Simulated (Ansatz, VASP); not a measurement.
# Cross-check of N (N2) between VASP and Ansatz

Aim: how closely do two programs agree when they are given the same cell, functional and k mesh? The structure shown is the end of the VASP relaxation below.

Method: plane waves, with VASP 6.6.1 beside it; single point at PBE, in Ansatz 0.2.0.

## 1. The starting structure

The cell holds 2 atoms: 2 N. Its edges and angles: a = 11.000 Å, b = 11.500 Å, c = 14.000 Å, α = 90.0°, β = 90.0°, γ = 90.0°. Vacuum lies along a, b and c.

As a file:

```
N
1.0
    11.00000    0.00000    0.00000
     0.00000   11.50000    0.00000
     0.00000    0.00000   14.00000
N
2
Cartesian
  5.5000 5.7500 6.4414
  5.5000 5.7500 7.5586
```

## 2. VASP: relaxation, PBE

This run makes the geometry at which the two programs are then compared.

Lines of VASP's logs that name or quote its potential files are left out, and so is its time.

File INCAR:

```
SYSTEM = N
PREC = Normal
ENCUT = 400
EDIFF = 1E-05
NELM = 120
ISMEAR = 0
SIGMA = 0.01
LREAL = Auto
ALGO = Fast
GGA = PE
NBANDS = 11
LORBIT = 11
LWAVE = .FALSE.
LCHARG = .FALSE.
NCORE = 4
IBRION = 2
NSW = 20
ISIF = 2
EDIFFG = -0.03
POTIM = 0.4
MAXMIX = 40
ISYM = 0
```

File POSCAR:

```
N
1.0
   11.0000000000      0.0000000000      0.0000000000
    0.0000000000     11.5000000000      0.0000000000
    0.0000000000      0.0000000000     14.0000000000
N
2
Direct
    0.5000000000      0.5000000000      0.4607142900
    0.5000000000      0.5000000000      0.5392857100
```

File KPOINTS:

```
Automatic mesh
0
Gamma
1 1 1
0 0 0
```

Potentials, in the order of the species: N (PBE family, release 64).

Run with:

```console
$ mpirun -np 4 vasp_gam
```

Numbers of over 12 decimals in the logs are rounded to 6 here.

Log:

```text
[banner, memory and clock lines left out]
running    4 mpi-ranks, on    1 nodes
 distrk:  each k-point on    4 cores,    1 groups
 distr:  one band on    4 cores,    1 groups

 POSCAR found type information on POSCAR N
 POSCAR found :  1 types and       2 ions
|                                                                             |
|               ----> ADVICE to this user running VASP <----                  |
|                                                                             |
|     You have a (more or less) 'small supercell' and for smaller cells       |
|     it is recommended to use the reciprocal-space projection scheme!        |
|     The real-space optimization is not efficient for small cells and it     |
|     is also less accurate ...                                               |
|     Therefore, set LREAL=.FALSE. in the INCAR file.                         |
|                                                                             |

 LDA part: xc-table for (Slater+PW92), standard interpolation
 POSCAR, INCAR and KPOINTS ok, starting setup
 FFT: planning ... GRIDC
 FFT: planning ... GRID_SOFT
 FFT: planning ... GRID
 WAVECAR not read
 entering main loop
       N       E                     dE             d eps       ncg     rms          rms(c)
DAV:   1     0.100293102765E+03    0.10029E+03   -0.21288E+03    30   0.391E+02
DAV:   2     0.123954945241E+02   -0.87898E+02   -0.87653E+02    44   0.740E+01
DAV:   3    -0.154169259292E+02   -0.27812E+02   -0.27793E+02    28   0.765E+01
DAV:   4    -0.174750083207E+02   -0.20581E+01   -0.20563E+01    41   0.263E+01
DAV:   5    -0.174769649843E+02   -0.19567E-02   -0.19566E-02    28   0.782E-01    0.804E+00
RMM:   6    -0.167491798558E+02    0.72779E+00   -0.89213E-01    22   0.605E+00    0.456E+00
RMM:   7    -0.165902546132E+02    0.15893E+00   -0.11945E+00    22   0.673E+00    0.118E+00
RMM:   8    -0.165865716611E+02    0.36830E-02   -0.21398E-01    22   0.326E+00    0.501E-01
RMM:   9    -0.165788300114E+02    0.77416E-02   -0.25610E-02    22   0.119E+00    0.645E-02
RMM:  10    -0.165807932811E+02   -0.19633E-02   -0.91093E-03    22   0.578E-01    0.116E-01
RMM:  11    -0.165817179019E+02   -0.92462E-03   -0.15394E-03    22   0.290E-01    0.203E-02
RMM:  12    -0.165819984512E+02   -0.28055E-03   -0.16031E-04    22   0.834E-02    0.148E-02
RMM:  13    -0.165830021191E+02   -0.10037E-02   -0.16650E-04    21   0.629E-02    0.691E-03
RMM:  14    -0.165832642685E+02   -0.26215E-03   -0.11932E-04    21   0.390E-02    0.534E-03
RMM:  15    -0.165835804746E+02   -0.31621E-03   -0.81607E-05    21   0.451E-02    0.153E-02
RMM:  16    -0.165836113688E+02   -0.30894E-04   -0.25823E-05    19   0.290E-02    0.474E-03
RMM:  17    -0.165836604249E+02   -0.49056E-04   -0.18100E-05    18   0.246E-02    0.469E-03
RMM:  18    -0.165836719565E+02   -0.11532E-04   -0.15631E-06    17   0.811E-03    0.461E-03
RMM:  19    -0.165836773952E+02   -0.54387E-05   -0.14187E-06    17   0.743E-03
   1 F= -.16583677E+02 E0= -.16583677E+02  d E =-.165837E+02
[...]
2 F= -.14751011E+02 E0= -.14751011E+02  d E =0.183267E+01
[...]
3 F= -.16607412E+02 E0= -.16607412E+02  d E =-.237350E-01
[...]
4 F= -.16607681E+02 E0= -.16607681E+02  d E =-.240032E-01
[...]
5 F= -.16607674E+02 E0= -.16607674E+02  d E =-.239969E-01
[...]
6 F= -.16607676E+02 E0= -.16607676E+02  d E =-.146714E-05
 ZBRENT: can't locate minimum, use default step
 trial-energy change:   -0.000001  1 .order   -0.000001   -0.000001   -0.000001
 step:   3.2632(harm=155.8960)  dis= 0.00005  next Energy=   -16.607757 (dE=-0.826E-04)
 bond charge predicted
       N       E                     dE             d eps       ncg     rms          rms(c)
DAV:   1    -0.166076782654E+02   -0.26817E-05   -0.14810E-05    22   0.319E-02    0.165E-03
RMM:   2    -0.166076782470E+02    0.18435E-07   -0.90731E-08    11   0.308E-03
   7 F= -.16607678E+02 E0= -.16607678E+02  d E =-.390807E-05
 curvature:  -0.03 expect dE=-0.112E-05 dE for cont linesearch -0.111E-05
 trial: gam=-0.22547 g(F)=  0.381E-04 g(S)=  0.000E+00 ort = 0.696E-06 (trialstep = 0.443E-03)
 search vector abs. value=  0.377E-04
 reached required accuracy - stopping structural energy minimisation
```

Parts of OUTCAR (step 2):

```text
ion  position               nearest neighbor table
   1  0.500  0.500  0.461-   2 1.10
   2  0.500  0.500  0.539-   1 1.10

 Found      1 irreducible k-points:

   k-points           NKPTS =      1   k-points in BZ     NKDIM =      1   number of bands    NBANDS=     11

   dimension x,y,z NGX =    54 NGY =   56 NGZ =   70
   dimension x,y,z NGXF=   108 NGYF=  112 NGZF=  140

   ENCUT  =  400.0 eV  29.40 Ry    5.42 a.u.  17.94 18.75 22.83*2*pi/ulx,y,z

   NELECT =      10.0000    total number of electrons

 k-points in reciprocal lattice and weights: Automatic mesh
   0.00000000  0.00000000  0.00000000       1.000

 average (electrostatic) potential at core
       1 -76.1360       2 -76.1360

 E-fermi :  -9.9758

 k-point     1 :       0.0000    0.0000    0.0000
  band No.  band energies     occupation
      1     -28.0891      2.00000
      2     -13.5193      2.00000
      3     -11.4588      2.00000
      4     -11.4578      2.00000
      5     -10.0946      2.00000
      6      -2.1187      0.00000
      7      -2.1177      0.00000
      8      -0.1841      0.00000
      9       0.5841      0.00000
     10       0.5900      0.00000
    ...

  Total       -1.0477207     -1.0094085     -1.2054369      0.0000001     -0.0000017     -0.0000011
  in kB       -0.9478455     -0.9131855     -1.0905272      0.0000000     -0.0000015     -0.0000010
  external PRESSURE =      -0.9838527 kB  Pullay stress =       0.0000000 kB

  energy-cutoff  :      400.00
  volume of cell :     1771.00
      direct lattice vectors                 reciprocal lattice vectors
    11.000000000  0.000000000  0.000000000     0.090909091  0.000000000  0.000000000
     0.000000000 11.500000000  0.000000000     0.000000000  0.086956522  0.000000000
     0.000000000  0.000000000 14.000000000     0.000000000  0.000000000  0.071428571

 POSITION                                       TOTAL-FORCE (eV/Angst)
 -----------------------------------------------------------------------------------
      5.50000      5.75000      6.44136         0.000000     -0.000001     -0.022204
      5.50000      5.75000      7.55864        -0.000000      0.000001      0.022204
 -----------------------------------------------------------------------------------
    total drift:                                0.000001     -0.000002      0.000008

  FREE ENERGIE OF THE ION-ELECTRON SYSTEM (eV)
  ---------------------------------------------------
  free  energy   TOTEN  =       -16.6076782470 eV

  energy  without entropy=      -16.6076782470  energy(sigma->0) =      -16.60767825

 reached required accuracy - stopping structural energy minimisation

 total charge
# of ion       s       p       d       tot
------------------------------------------
    1        1.385   2.411   0.000   3.796
    2        1.385   2.411   0.000   3.796
--------------------------------------------------
tot          2.770   4.822   0.000   7.592
```

## 3. Ansatz: single point, PBE

Ansatz runs on its default PAW (the set named soft_2) files.

The same cell, functional, mesh and smearing now go to Ansatz, which takes its cutoff from its data sets.

File input.yaml:

```yaml
crystal:
  lattice:
    - [11.0, 0.0, 0.0]
    - [0.0, 11.5, 0.0]
    - [0.0, 0.0, 14.0]
  atoms:
    - { symbol: "N", position: [0.5, 0.49999999, 0.46009734] }
    - { symbol: "N", position: [0.5, 0.50000001, 0.53990266] }
hamiltonian:
  xc: pbe
  pseudopotentials: { kind: paw }
kpoints:
  mp_grid: { grid: [1, 1, 1] }
scf:
  occupations: { method: gaussian, width: 0.01 }
  n_extra_bands: 4
output:
  forces: true
  eigenvalues: true
```

Run with:

```console
$ ansatz run input.yaml --threads 4 --pin off --max-ram 18432MiB --backend cpu --events-out ev --progress --plain --runs-dir out
```

Log:

```text
scf.n_extra_bands = 4 over 5 filled bands (N_el = 10.0): the run solves 9 bands
Engine: ansatz 0.2.0, aarch64-unknown-linux-gnu
Pseudopotentials: kind: paw
Pseudopotential: N, paw, valence charge 5, recommended cutoff 420 eV (normal), N.paw.azcp
Functional definition: PBE
  parameter kappa = 0.804
  parameter beta = 0.066725
  exchange = pbe_x(kappa = kappa, mu = beta*pi^2/3)
  correlation = pbe_c(beta = beta)
Crystal: 2 atoms, lattice volume = 1771.000 Å³
Basis set: ecut = 420 eV, 34701 PW (Γ), exchange–correlation on 150×160×192 points (8 copies of the dense FFT grid, shifted against one another)
Bands: 9, of which v1, the nominal top of the filled ones, is band 5 counted from 1 (4 counted from 0)
Symmetry: 8 space group operations
Space group: Pmmm (ITA 47), of the structure as read, at distance tolerance 1.2e-4 Å
k-points: 1
Non-local potential: N, projectors of the file, l = 0: 2, l = 1: 2, l = 2: 1
PAW form: soft (Blöchl's): semilocal exchange-correlation on the pseudo side does not see the compensation charge
PAW one-centre angular grid: N, 110 points (default); XC on 64 Gauss nodes
Initial density: superposition of atomic densities (neutral atoms: chi_scale 0, normalization atom), corrected by the library's trained network
Initial wavefunctions: pseudopotential atomic-orbital guess
Functional: x = pbe(κ = 0.804, μ = 0.219515), c = pbe(β = 0.066725)
SCF iter   1: F=—  HF=-767.987010 eV  |F-HF|=—  |Δ(HF+E_count)|=         —  Δρ=9.81e-4  dr2=1.32e-2  ethr=1.77e-3  ⟨swp⟩=5.0  Hψ=61  notcnv=0
preconditioner: auto → Resta (q_TF=auto, 1.151 Å⁻¹)  ε∞=1.1  [insulator: Δε(μ)=8.082 eV  Ē_g=10.493 eV  σ=0.010 eV  W_gap=1.00  n_scr=40 (ndim 8)  ℏωp=2.5 eV  f_vac=0.959  D(μ)=0.00/eV (n_scr^D=0)  ε∞_Penn≈1.1  vacuum switching on, ρ_ref=8.0e-3 e/Å³]
SCF iter   2: F=—  HF=-768.000702 eV  |F-HF|=—  |Δ(HF+E_count)|=   1.37e-2  Δρ=4.13e-4  dr2=1.54e-3  ethr=1.32e-4  ⟨swp⟩=3.0  Hψ=27  notcnv=0
SCF iter   3: F=—  HF=-768.009594 eV  |F-HF|=—  |Δ(HF+E_count)|=   8.89e-3  Δρ=1.13e-4  dr2=1.68e-4  ethr=1.54e-5  ⟨swp⟩=5.0  Hψ=25  notcnv=0
SCF iter   4: F=—  HF=-768.011052 eV  |F-HF|=—  |Δ(HF+E_count)|=   1.46e-3  Δρ=1.59e-5  dr2=1.77e-6  ethr=1.68e-6  ⟨swp⟩=6.0  Hψ=24  notcnv=0
SCF iter   5: F=—  HF=-768.011037 eV  |F-HF|=—  |Δ(HF+E_count)|=   1.51e-5  Δρ=2.87e-6  dr2=9.71e-8  ethr=1.77e-8  ⟨swp⟩=3.0  Hψ=18  notcnv=0
SCF iter   6: F=-768.011037 eV  HF=-768.011037 eV  |F-HF|=2.30e-9  |Δ(HF+E_count)|=   1.49e-8  Δρ=6.20e-7  dr2=3.30e-9  ethr=9.71e-10  ⟨swp⟩=7.0  Hψ=70  notcnv=0
SCF 1 converged in 6 iterations: F = -768.011037 eV  dr2 = 3.30e-9
  greatest PAW one-centre occupation: 0.855 electrons in one spin orbital (limit 2), on the N atom at site 1 (counted from 0), in its partial waves of l = 0
SCF converged after 6 iterations
Free energy (F): -768.011037 eV
Harris-Foulkes:  -768.011037 eV  (|F-HF|=2.30e-9)
Internal energy: -768.011037 eV  (E = F + TS)
E sigma→0 (E₀):  -768.011037 eV
Fermi energy:    -6.111415 eV
--- Per-component energies (eV) ---
  E_band       = -148.504407
  E_kinetic    = 249.350502
  E_local      = -1490.315835  (includes V_loc(G=0)·N_el)
  E_nonlocal   = 95.494482
  E_hartree    = 590.202559
  E_xc         = -114.890489
  E_vxc        = -145.312292  (∫ρ·V_xc dr)
  E_paw        = -254.316697  (= ΣΔE_a)
  E_vpaw       = -38.127396  (= ΣTr[D̂ρ^β])
  E_aug_tail   = 0.000171  (compensation charges beyond the density's cutoff)
  E_ewald      = 156.464271
  E_smearing   = -0.000000  (= −TS)
  E_closure    = -0.000000  (closes the sum)
  Σ components = -768.011037   (vs F -768.011037, Δ=0.00e0)
--- Forces (eV/Å), atoms counted from 1 ---
  atom   1  N      0.00000000     0.00000000     2.01359964
  atom   2  N      0.00000000     0.00000000    -2.01359964
  max |Σ_I F_I| component: 0.00e0 eV/Å
--- Band table (eV) ---
  k-point 0: bands = ["-27.8394", "-13.5297", "-11.3719", "-11.3719", "-10.1393", "-2.0835", "-2.0835", "-0.1480", "0.6168"]
```

Run time: 1.8 s. Hardware: 4 threads of Arm Neoverse V1, shared host; peak memory 0.79 GiB.

In the SCF lines HF is the Harris–Foulkes energy and dr2 the Hartree energy of the density residual, in eV; the loop may stop once dr2 is under the threshold and the program's other checks hold. Hψ counts applications of the Hamiltonian.

## 4. Side by side

Known differences besides the PAW data sets themselves: the cutoff is 420 eV in Ansatz and 400 eV in VASP (PREC = Normal, projectors in real space); VASP leaves aspherical gradient terms in its spheres out (LASPH is not set), Ansatz keeps them. Total energies have different zeros and are not compared.

The two programs side by side:

```tsv
quantity	Ansatz	VASP	difference
gap on the k mesh (eV)	8.056	7.976	+0.080
```

At this near-relaxed geometry the largest component of a force difference is 2036 meV/Å.

## 5. What moves the difference

The difference is large enough to ask for its cause, so further runs change the set-up of one program at a time, as the table lists.

```tsv
run	r.m.s. force difference (meV/Å)
as above	1175
Ansatz's larger PAW set (cutoff 900 eV)	1215
norm-conserving potentials (cutoff 1240 eV)	1235
```

## 6. Outcome

```
r.m.s. force difference (single point, PBE)         : 1175 meV/Å
difference in gap on the k mesh (single point, PBE) : 0.080 eV
```

In words: The r.m.s. force difference is 1175 meV/Å (single point, PBE), beyond the 12 meV/Å picked in this series as the mark of a large difference. For single point, PBE: no further run halves the r.m.s. force difference; only Ansatz's side was varied, and Ansatz's runs with other potentials lie closer to each other than to VASP, which for this quantity points to VASP's side; this was not tested here. How closely two codes agree says nothing of how well the functional describes the real material.

[Lines on the potential files, build, host, timing and source positions are cut from VASP's logs without a mark.]

[Logs are printed without paths, hosts, clocks, repeated set-up lines and the standing remarks that a program may print on its own settings, such as how far it seeks lower states.]

[Hosts, paths, dates, database ids (printed as entryN), source tags and the programs' standing remarks are cut or masked in the printed files.]
